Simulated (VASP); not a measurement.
# Ru: relaxation of cell and atoms with PBE

Ru:

```
Ru
1.0
     2.70580    0.00000    0.00000
    -1.35290    2.34329    0.00000
     0.00000    0.00000    4.28190
Ru
2
Direct
  0.33333 0.66667 0.25000
  0.66667 0.33333 0.75000
```

| Quantity | Value |
| --- | --- |
| Program | VASP 6.6.1 |
| Task | relaxation of cell and atoms |
| Functional | PBE |
| Potentials or basis | VASP PAW PBE potentials, release 64 (Ru_pv) |
| Cutoff | 520 eV |
| k mesh | 18 × 18 × 10 |
| Occupations | gaussian, width 0.1 eV |
| Spin | no spin polarisation |
| Further INCAR settings | ALGO = Normal; EDIFF = 1e-07; IBRION = 2; EDIFFG = -0.15; NSW = 80; ISIF = 3 |

```
Relaxed volume                         : 13.76 Å³/atom
Relaxed cell                           : a = 2.719 Å, b = 2.719 Å, c = 4.300 Å, α = 90.00°, β = 90.00°, γ = 120.00°
Space group after relaxing (to 0.05 Å) : P6_3/mmc (No. 194)
Energy gained by relaxing              : 2.5 meV/atom
Ionic steps                            : 3
Pressure after relaxing                : -0.1 GPa
Band gap on the k mesh                 : none (metal or under the smearing width)
```

Stress tensor (GPa, compression positive):
```
 0.12  0.00  0.00
 0.00  0.12  0.00
 0.00  0.00 -0.40
```

Step by step:
```
step  energy change (eV)  largest force (eV/Å)  pressure (GPa)  volume (Å³)
   1              0.0000                0.0000            4.38        27.15
   2              0.0356                0.0000          -11.25        28.64
   3             -0.0050                0.0000           -0.05        27.53
```

Final structure:
```
Ru
1.0
     2.71875    0.00000    0.00000
    -1.35937    2.35451    0.00000
     0.00000    0.00000    4.30022
Ru
2
Direct
  0.33333 0.66667 0.25000
  0.66667 0.33333 0.75000
```

Levels at points of the mesh, in eV from the Fermi level:
```tsv
k point	band 12	band 13	band 14	band 15	band 16	band 17
(0.00, 0.00, 0.00)	-1.87	-1.87	-1.36	-1.36	1.16	1.16
(0.50, 0.00, 0.00)	-1.76	-1.48	1.40	1.81	1.88	4.00
(0.00, 0.00, 0.50)	-2.70	-2.66	-2.66	0.54	0.54	0.54
(0.50, 0.00, 0.50)	-1.03	0.45	0.45	1.65	1.65	3.35
```

Wall time 100 s on 1 thread of Intel(R) Xeon(R) Platinum 8488C (Sapphire Rapids), with other jobs on the host, peak memory 0.2 GiB.

PBE usually gives volumes a little too large and moduli too small. Zero-point motion and thermal expansion aren't in these numbers.
